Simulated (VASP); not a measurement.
Output of a VASP run:

File OSZICAR:
```
       N       E                     dE             d eps       ncg     rms          rms(c)
DAV:   1     0.992328746577E+02    0.99233E+02   -0.99892E+03   824   0.154E+03
DAV:   2    -0.567136394417E+02   -0.15595E+03   -0.15280E+03   854   0.369E+02
DAV:   3    -0.698238181235E+02   -0.13110E+02   -0.12809E+02  1114   0.107E+02
DAV:   4    -0.701445889026E+02   -0.32077E+00   -0.32061E+00   882   0.193E+01
DAV:   5    -0.701579205607E+02   -0.13332E-01   -0.13331E-01  1152   0.400E+00    0.493E+00
DAV:   6    -0.649682671310E+02    0.51897E+01   -0.27431E+00   992   0.331E+01    0.410E+00
DAV:   7    -0.649968120682E+02   -0.28545E-01   -0.66891E-01   824   0.114E+01    0.225E+00
DAV:   8    -0.649323784717E+02    0.64434E-01   -0.66944E-01   812   0.769E+00    0.839E-01
DAV:   9    -0.650917379274E+02   -0.15936E+00   -0.26879E-01   812   0.481E+00    0.637E-01
DAV:  10    -0.650911973647E+02    0.54056E-03   -0.26769E-02   968   0.199E+00    0.366E-01
DAV:  11    -0.650955074390E+02   -0.43101E-02   -0.12560E-02   854   0.111E+00    0.851E-02
DAV:  12    -0.650937407237E+02    0.17667E-02   -0.77260E-03   836   0.104E+00    0.171E-01
DAV:  13    -0.650958651439E+02   -0.21244E-02   -0.13432E-03   848   0.385E-01    0.852E-02
DAV:  14    -0.650967702473E+02   -0.90510E-03   -0.87986E-04   872   0.361E-01    0.170E-02
DAV:  15    -0.650968222817E+02   -0.52034E-04   -0.94703E-05   980   0.117E-01    0.112E-02
DAV:  16    -0.650968219153E+02    0.36630E-06   -0.30096E-06   938   0.188E-02    0.748E-03
DAV:  17    -0.650968230193E+02   -0.11040E-05   -0.57137E-06   842   0.233E-02    0.229E-03
DAV:  18    -0.650968227955E+02    0.22382E-06   -0.54578E-07   866   0.878E-03    0.204E-04
DAV:  19    -0.650968233148E+02   -0.51930E-06   -0.60209E-08   568   0.259E-03    0.215E-04
DAV:  20    -0.650968231649E+02    0.14992E-06   -0.22199E-08   460   0.167E-03    0.173E-04
DAV:  21    -0.650968232079E+02   -0.43012E-07   -0.34935E-09   454   0.762E-04
   1 F= -.65096823E+02 E0= -.65096823E+02  d E =-.154427E-11
```

### OUTCAR
```
------------------------ aborting loop because EDIFF is reached ----------------------------------------
  FORCE on cell =-STRESS in cart. coord.  units (eV):
  Direction    XX          YY          ZZ          XY          YZ          ZX
  --------------------------------------------------------------------------------------
  Total        0.6174465      0.6174465      0.6174465      0.0000000     -0.0000000     -0.0000000
  in kB       19.4043950     19.4043950     19.4043950      0.0000000     -0.0000000     -0.0000000
  external PRESSURE =      19.4043950 kB  Pullay stress =       0.0000000 kB
  volume of cell :       50.98
      direct lattice vectors                 reciprocal lattice vectors
     0.000000000  2.943020457  2.943020457    -0.169893484  0.169893484  0.169893484
     2.943020457  0.000000000  2.943020457     0.169893484 -0.169893484  0.169893484
     2.943020457  2.943020457  0.000000000     0.169893484  0.169893484 -0.169893484
  FREE ENERGIE OF THE ION-ELECTRON SYSTEM (eV)
  ---------------------------------------------------
  free  energy   TOTEN  =       -65.0968232079 eV

  energy  without entropy=      -65.0968232079  energy(sigma->0) =      -65.09682321
```
(Selected blocks of OUTCAR.)

### POSCAR
```
PbS
1
    0.0000000000     2.9430204566     2.9430204566
    2.9430204566     0.0000000000     2.9430204566
    2.9430204566     2.9430204566     0.0000000000
Pb S
1 1
Direct
  0.0000000000   0.0000000000   0.0000000000
  0.5000000000   0.5000000000   0.5000000000
```

Question: Reconstruct the remaining input files.

Answer: Several could match; the one computed here: the input of the run itself, r2SCAN+rVV10, plane waves, VASP's PBE PAW potentials (set 64).

### INCAR
```
SIGMA = 0.05   ! width (eV)
LWAVE = .False.
ENCUT = 520
LCHARG = .False.
SYSTEM = PbS
EDIFF = 1E-7
LMIXTAU = .True.
NELM = 100   ! most electronic steps
LASPH = .True.   ! aspherical one-centre terms
LREAL = .False.   ! projection in real space or not
LMAXMIX = 4   ! l cut-off of mixed one-centre charges
CPARAM = 0.0093
ISIF = 2
LUSE_VDW = .True.
ISMEAR = 0   ! Gaussian
BPARAM = 11.95
PREC = Accurate
METAGGA = R2SCAN
ALGO = Normal
```

**KPOINTS**
```
Automatic mesh
0
Gamma
8 8 8
0 0 0
```

POTCAR, in this order: Pb_d S (PBE.64 set). Program: vasp_std.

The compound is PbS in the rock salt structure. This cell is one point of a volume scan, at 0.97 of the reference volume.
